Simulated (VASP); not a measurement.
Input:

```yaml
crystal:
  lattice:
    - [1.45853, -2.52625, 0.00000]
    - [1.45853, 2.52625, 0.00000]
    - [0.00000, 0.00000, 2.83996]
  atoms:
    - { symbol: W, position: [0.03958, 0.96042, 0.00000] }
    - { symbol: C, position: [0.33333, 0.66667, 0.50000] }
```

The numbers are results of r2SCAN meta-GGA, VASP's PBE PAW potentials (set 64) (plane waves; VASP 6.6.1), not measurements. Settings: 600 eV cut-off, 14×14×12 Γ-centred mesh, first-order Methfessel-Paxton smearing of 0.10 eV, potentials W_sv C.

Unless said otherwise, spin-orbit coupling is left out, though it shifts the bands of the heavy elements here.

Problem. Estimate the energy per atom (σ→0), pressure, largest force, band gap (on the k-mesh) with the smallest direct gap where there is one.

Solution. 
```yaml
band gap (on the k-mesh): none (metal, semimetal or under 0.01 eV)
energy per atom (σ→0): -2956.2 kJ/mol-atom
pressure: 6.71 GPa
largest_force: 3.440 eV/Å
```

The compound is WC in the wc structure. This cell was strained or had an atom moved on purpose.
